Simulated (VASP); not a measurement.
Level of theory: RPBE GGA, VASP's PBE PAW potentials (set 64) (plane waves; VASP 6.6.1).

VASP ran on this input.

### KPOINTS
```
Automatic mesh
0
Gamma
10 10 6
0 0 0
```

### INCAR
```
! general
SYSTEM =Gd
PREC   =Accurate
ENCUT  =520
LREAL  =F   ! projection in real space or not
LASPH  =T   ! aspherical one-centre terms

! electronic loop
EDIFF  =1E-6   ! SCF stop (eV)
NELM   =100   ! most electronic steps
ALGO   =Normal
LMAXMIX=6   ! l cut-off of mixed one-centre charges

! smearing
ISMEAR =1   ! Methfessel-Paxton
SIGMA  =0.1

! functional
GGA    =RP

! ions
IBRION =2
NSW    =60   ! most ionic steps
ISIF   =3   ! ions, shape and volume
EDIFFG =-0.01   ! ionic stop

! output
LWAVE  =F
LCHARG =F
```

**POSCAR**
```
Gd
1
    1.8616870138    -3.2245362631     0.0000000000
    1.8616870138     3.2245362631    -0.0000000000
   -0.0000000000     0.0000000000     5.7628857446
Gd
2
Direct
  0.3333330000   0.6666670000   0.2500000000
  0.6666670000   0.3333330000   0.7500000000
```

POTCAR, in this order: Gd_3 (PBE.64 set). Program: vasp_std.

Output

### OSZICAR
```
       N       E                     dE             d eps       ncg     rms          rms(c)
DAV:   1     0.400160797569E+02    0.40016E+02   -0.88432E+03  1456   0.122E+03
DAV:   2    -0.658403694690E+01   -0.46600E+02   -0.45575E+02  1616   0.238E+02
DAV:   3    -0.842111440679E+01   -0.18371E+01   -0.16896E+01  1992   0.277E+01
DAV:   4    -0.846234020314E+01   -0.41226E-01   -0.40955E-01  1785   0.414E+00
DAV:   5    -0.846361342578E+01   -0.12732E-02   -0.12724E-02  2211   0.565E-01    0.224E+01
DAV:   6    -0.846823171178E+01   -0.46183E-02   -0.23027E-02  1671   0.127E+00    0.134E+01
DAV:   7    -0.847958045496E+01   -0.11349E-01   -0.43209E-02  1591   0.175E+00    0.212E-01
DAV:   8    -0.847938848723E+01    0.19197E-03   -0.21861E-03  1731   0.344E-01    0.666E-02
DAV:   9    -0.847941615735E+01   -0.27670E-04   -0.21572E-04  1826   0.111E-01    0.410E-02
DAV:  10    -0.847940895884E+01    0.71985E-05   -0.33874E-05  1674   0.406E-02    0.510E-02
DAV:  11    -0.847941234786E+01   -0.33890E-05   -0.59274E-06  1696   0.184E-02    0.393E-03
DAV:  12    -0.847941257621E+01   -0.22835E-06   -0.25768E-07   898   0.381E-03
   1 F= -.84794126E+01 E0= -.84799211E+01  d E =-.847941E+01
```

**OUTCAR**
```
------------------------ aborting loop because EDIFF is reached ----------------------------------------
  FORCE on cell =-STRESS in cart. coord.  units (eV):
  Direction    XX          YY          ZZ          XY          YZ          ZX
  --------------------------------------------------------------------------------------
  Total       -0.0097645     -0.0097645     -0.0047018      0.0000000     -0.0000000      0.0000000
  in kB       -0.2261088     -0.2261088     -0.1088762      0.0000000     -0.0000000      0.0000000
  external PRESSURE =      -0.1870313 kB  Pullay stress =       0.0000000 kB
  volume of cell :       69.19
      direct lattice vectors                 reciprocal lattice vectors
     1.861687014 -3.224536263  0.000000000     0.268573609 -0.155061057  0.000000000
     1.861687014  3.224536263  0.000000000     0.268573609  0.155061057  0.000000000
     0.000000000  0.000000000  5.762885745     0.000000000  0.000000000  0.173524176
 POSITION                                       TOTAL-FORCE (eV/Angst)
 -----------------------------------------------------------------------------------
      1.86169      1.07485      1.44072         0.000000      0.000000      0.000000
      1.86169     -1.07485      4.32216        -0.000000     -0.000000      0.000000
 -----------------------------------------------------------------------------------
    total drift:                                0.000000      0.000120     -0.000010
  FREE ENERGIE OF THE ION-ELECTRON SYSTEM (eV)
  ---------------------------------------------------
  free  energy   TOTEN  =        -8.4794125762 eV

  energy  without entropy=       -8.4809381378  energy(sigma->0) =       -8.47992110

 reached required accuracy - stopping structural energy minimisation
```
(Selected blocks of OUTCAR.)

The 4f electrons are frozen in the core of the lanthanide potential, so 4f levels, which can set the real gap, and their magnetism are missing.

The compound is Gd in the hcp structure. It was relaxed first. The start is the result of an earlier pass.
